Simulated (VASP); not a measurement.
Level of theory: r2SCAN+rVV10, VASP's PBE PAW potentials (set 64) (plane waves; VASP).

VASP ran on this input.

File KPOINTS:
```
Regular mesh
0
Gamma
 6 6 6
0 0 0
```

**POSCAR**
```
KTaO3
3.9065990
  0.9999999179   0.0000000000   0.0000000000
  0.0000000000   0.9999999179   0.0000000000
  0.0000000000   0.0000000000   0.9999999179
K Ta O
1 1 3
Cart
  0.0000000000   0.0000000000   0.0000000000
  0.4999999590   0.4999999590   0.4999999590
  0.4999999590   0.0000000000   0.4999999590
  0.0000000000   0.4999999590   0.4999999590
  0.4999999590   0.4999999590   0.0000000000
```

INCAR:
```
LCHARG = .False.
BPARAM = 11.95
PREC = Accurate
ISIF = 2
SYSTEM = KTaO3
CPARAM = 0.0093
LMIXTAU = .True.
EDIFF = 1E-7   ! SCF stop (eV)
SIGMA = 0.05   ! width (eV)
ENCUT = 520
METAGGA = R2SCAN
LASPH = .True.
ALGO = Normal
LWAVE = .False.
ISMEAR = 0   ! Gaussian
NELM = 100
LUSE_VDW = .True.
LREAL = .False.
LMAXMIX = 6   ! l cut-off of mixed one-centre charges
```

POTCAR, in this order: K_sv Ta_pv O (PBE.64 set). Program: vasp_std.

Output

OSZICAR:
```
       N       E                     dE             d eps       ncg     rms          rms(c)
DAV:   1     0.292390279507E+03    0.29239E+03   -0.22411E+04   920   0.175E+03
DAV:   2    -0.859360393117E+02   -0.37833E+03   -0.37257E+03  1111   0.473E+02
DAV:   3    -0.105074397646E+03   -0.19138E+02   -0.19087E+02  1166   0.105E+02
DAV:   4    -0.105629917149E+03   -0.55552E+00   -0.55506E+00  1667   0.155E+01
DAV:   5    -0.105633752873E+03   -0.38357E-02   -0.38356E-02  1147   0.109E+00    0.419E+01
DAV:   6    -0.866709802177E+02    0.18963E+02   -0.26872E+01  1199   0.455E+01    0.166E+01
DAV:   7    -0.858538969296E+02    0.81708E+00   -0.19943E+00  1393   0.129E+01    0.807E+00
DAV:   8    -0.897144637781E+02   -0.38606E+01   -0.11601E+00  1292   0.111E+01    0.106E+00
DAV:   9    -0.857444755063E+02    0.39700E+01   -0.69281E-01  1287   0.783E+00    0.523E-01
DAV:  10    -0.859655041272E+02   -0.22103E+00   -0.67437E-02  1287   0.228E+00    0.333E-01
DAV:  11    -0.859600214815E+02    0.54826E-02   -0.80685E-04  1341   0.232E-01    0.298E-01
DAV:  12    -0.860164403496E+02   -0.56419E-01   -0.16441E-02  1032   0.147E+00    0.999E-02
DAV:  13    -0.860247108263E+02   -0.82705E-02   -0.33718E-03  1334   0.529E-01    0.540E-02
DAV:  14    -0.860247145127E+02   -0.36864E-05   -0.11762E-04  1289   0.653E-02    0.580E-02
DAV:  15    -0.860246524806E+02    0.62032E-04   -0.20272E-06  1202   0.151E-02    0.587E-02
DAV:  16    -0.860247006181E+02   -0.48138E-04   -0.18102E-04  1478   0.136E-01    0.109E-01
DAV:  17    -0.860251082265E+02   -0.40761E-03   -0.24454E-04  1088   0.180E-01    0.133E-01
DAV:  18    -0.860251371630E+02   -0.28937E-04   -0.18388E-05  1501   0.329E-02    0.129E-01
DAV:  19    -0.860251260479E+02    0.11115E-04   -0.38065E-06  1151   0.175E-02    0.114E-01
DAV:  20    -0.860251367495E+02   -0.10702E-04   -0.33550E-06  1039   0.208E-02    0.982E-02
DAV:  21    -0.860251307279E+02    0.60216E-05   -0.13073E-06  1318   0.111E-02    0.848E-02
DAV:  22    -0.860251254067E+02    0.53212E-05   -0.68242E-06  1238   0.263E-02    0.523E-02
DAV:  23    -0.860251210483E+02    0.43584E-05   -0.83088E-06  1287   0.254E-02    0.129E-02
DAV:  24    -0.860251209114E+02    0.13693E-06   -0.15761E-06  1573   0.102E-02    0.190E-03
DAV:  25    -0.860251207298E+02    0.18163E-06   -0.11890E-07   825   0.376E-03    0.248E-03
DAV:  26    -0.860251206774E+02    0.52361E-07   -0.33786E-08   663   0.202E-03
   1 F= -.86025121E+02 E0= -.86025121E+02  d E =-.105094E-14
```

**OUTCAR**
```
------------------------ aborting loop because EDIFF is reached ----------------------------------------
  FORCE on cell =-STRESS in cart. coord.  units (eV):
  Direction    XX          YY          ZZ          XY          YZ          ZX
  --------------------------------------------------------------------------------------
  Total        5.6539741      5.6539741      5.6539741      0.0000000      0.0000000      0.0000000
  in kB      151.9385584    151.9385584    151.9385584      0.0000000      0.0000000      0.0000000
  external PRESSURE =     151.9385584 kB  Pullay stress =       0.0000000 kB
  volume of cell :       59.62
      direct lattice vectors                 reciprocal lattice vectors
     3.906598679  0.000000000  0.000000000     0.255977151  0.000000000  0.000000000
     0.000000000  3.906598679  0.000000000     0.000000000  0.255977151  0.000000000
     0.000000000  0.000000000  3.906598679     0.000000000  0.000000000  0.255977151
 POSITION                                       TOTAL-FORCE (eV/Angst)
 -----------------------------------------------------------------------------------
      0.00000      0.00000      0.00000         0.000000      0.000000      0.000000
      1.95330      1.95330      1.95330         0.000000      0.000000      0.000000
      1.95330      0.00000      1.95330         0.000000      0.000000      0.000000
      0.00000      1.95330      1.95330         0.000000      0.000000      0.000000
      1.95330      1.95330      0.00000         0.000000      0.000000      0.000000
 -----------------------------------------------------------------------------------
    total drift:                                0.000000      0.000000     -0.000000
  FREE ENERGIE OF THE ION-ELECTRON SYSTEM (eV)
  ---------------------------------------------------
  free  energy   TOTEN  =       -86.0251206774 eV

  energy  without entropy=      -86.0251206774  energy(sigma->0) =      -86.02512068
```
(Selected blocks of OUTCAR.)

OUTCAR:
```
 val. band max:        1.8451620973   @ k =   0.5000   0.5000   0.5000

 cond. band min:       4.5860874783   @ k =   0.0000   0.0000   0.0000


 Fermi energy:         2.1040222005

 k-point     1 :       0.0000    0.0000    0.0000
  band No.  band energies     occupation
      1     -33.1166      2.00000
      2     -33.1166      2.00000
      3     -33.1166      2.00000
      4     -26.5360      2.00000
      5     -16.9382      2.00000
      6     -16.2592      2.00000
      7     -16.2592      2.00000
      8      -9.3454      2.00000
      9      -9.3454      2.00000
     10      -9.3454      2.00000
     11      -0.6338      2.00000
     12      -0.6338      2.00000
     13      -0.6338      2.00000
     14       0.6422      2.00000
     15       0.6422      2.00000
     16       0.6422      2.00000
     17       1.2254      2.00000
     18       1.2254      2.00000
     19       1.2254      2.00000
     20       4.5861      0.00000
     21       4.5861      0.00000
     22       4.5861      0.00000
     23       9.7101      0.00000

 k-point     2 :       0.1667    0.0000    0.0000
  band No.  band energies     occupation
      1     -33.1516      2.00000
      2     -33.1153      2.00000
      3     -33.1153      2.00000
      4     -26.5260      2.00000
      5     -16.8688      2.00000
      6     -16.2531      2.00000
      7     -16.0585      2.00000
      8      -9.3335      2.00000
      9      -9.3335      2.00000
     10      -9.3009      2.00000
     11      -1.3531      2.00000
     12      -0.6823      2.00000
     13      -0.6823      2.00000
     14       0.2501      2.00000
     15       0.2501      2.00000
     16       0.4680      2.00000
     17       0.5038      2.00000
     18       1.1024      2.00000
     19       1.1024      2.00000
     20       4.6309      0.00000
     21       5.4381      0.00000
     22       5.4381      0.00000
     23       9.8640      0.00000

 k-point     3 :       0.3333    0.0000    0.0000
...
```

Unless said otherwise, spin-orbit coupling is left out, though it shifts the bands of the heavy elements here.

The compound is KTaO3 in the cubic perovskite structure. This cell is one point of a volume scan, at 0.94 of the reference volume.
